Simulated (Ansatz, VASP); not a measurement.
**Fitting the PBEsol energy curve of SnTe3**

Symmetry: Fm-3m, No. 225, cubic system. Conventional cell: a = 7.722 Å, b = 7.722 Å, c = 7.722 Å, α = 90.00°, β = 90.00°, γ = 90.00°. Te (site symmetry m-3m) is surrounded by 8 Te at 3.34 Å. Te (site symmetry -43m) has 4 Te at 3.34 Å and 4 Sn at 3.34 Å as nearest neighbours. Sn (site symmetry m-3m) is surrounded by 8 Te at 3.34 Å.

The cell comes from a database or a generator and needn't be the stable form of this composition.

The cell was scaled at fixed shape and fractions and run with VASP, PBE PAW files Sn_d, Te, 520 eV; PBEsol, k mesh 6 × 6 × 6 on the cell of 4 atoms, fermi-dirac occupations of 0.05 eV, no spin polarisation, no spin-orbit coupling. The potentials were made for PBE. Energies are those that the program minimises, any entropy of the smearing included. For a metal such a mesh isn't converged to the digits shown.

```csv
V (Å³/atom),energy over the lowest row (meV/atom)
27.0565,0.00
27.6321,0.94
28.2078,?
28.7835,14.17
29.3592,25.75
29.9348,40.19
30.5105,57.18
```

Q: Fit the third-order Birch-Murnaghan form, give V0, B0 and B′, and predict the energy left open.

A: With y = (V0/V)^(2/3), E = E0 + (9 V0 B0/16) [(y - 1)³ B′ + (y - 1)² (6 - 4y)]. Least squares through the rows shown give V0 = 27.2142 Å³/atom, E0 = -0.16 meV, B0 = 55.78 GPa (1 eV/Å³ = 160.218 GPa) and B′ = 4.03, with a largest miss of 0.01 meV. At V = 28.2078 the form with these constants gives 5.79 meV; the run gave 5.79 meV an atom. Other set-ups at this level, from all their volumes (Å³/atom, GPa): Ansatz, all-electron LAPW, scalar-relativistic: V0 27.210, B0 55.7.
